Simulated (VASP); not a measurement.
A convergence study with VASP on TiC (space group no. 225 when undisturbed): one setting is varied, all else stays as given below, so the limit is that of these other settings. One atom is moved off its site, so that forces are finite.

```
TiC
1.0
    0.00000     2.15850     2.15850
    2.15850     0.00000     2.15850
    2.15850     2.15850     0.00000
Ti C
1 1
Direct
  0.01158   0.01158   0.98842
  0.50000   0.50000   0.50000
```

Computed with PBE GGA, VASP's PBE PAW potentials (set 64) (plane waves; VASP 6.6.1). The tightest run used: 400 eV cut-off, 17×17×17 Γ-centred mesh, Fermi-Dirac smearing of 0.10 eV, potentials Ti_sv C.

```
setting     E (eV/atom)  pressure (GPa)  largest force (eV/Å)  irreducible k-points
----------  -----------  --------------  --------------------  --------------------
2×2×2 mesh      -8.6299           14.38                 0.512                     4
3×3×3 mesh      -9.2422            2.81                 0.418                     6
4×4×4 mesh      -9.3186            1.28                 0.407                    13
5×5×5 mesh      -9.3299            1.80                 0.363                    18
6×6×6 mesh      -9.3414            1.71                 0.435                    30
7×7×7 mesh      -9.3435            1.67                 0.469                    40
8×8×8 mesh      -9.3445            1.66                 0.482                    59
```

Problem. These are the cheaper rows. Estimate the results at 17×17×17 mesh, and how far the last row shown lies from them.

Solution. 
| quantity | tightest run | last row shown is off by |
|---|---|---|
| E (eV/atom) | -9.3457 | 0.0012 |
| pressure (GPa) | 1.67 | 0.00 |
| largest force (eV/Å) | 0.483 | -0.001 |

Left out are rungs that failed or repeat a setting and relaxations that didn't move; long series are thinned to 24 rows.

The structure is a typed TiC crystal (space group no. 225). The cell was not relaxed at this level, it is distorted from the ideal structure.
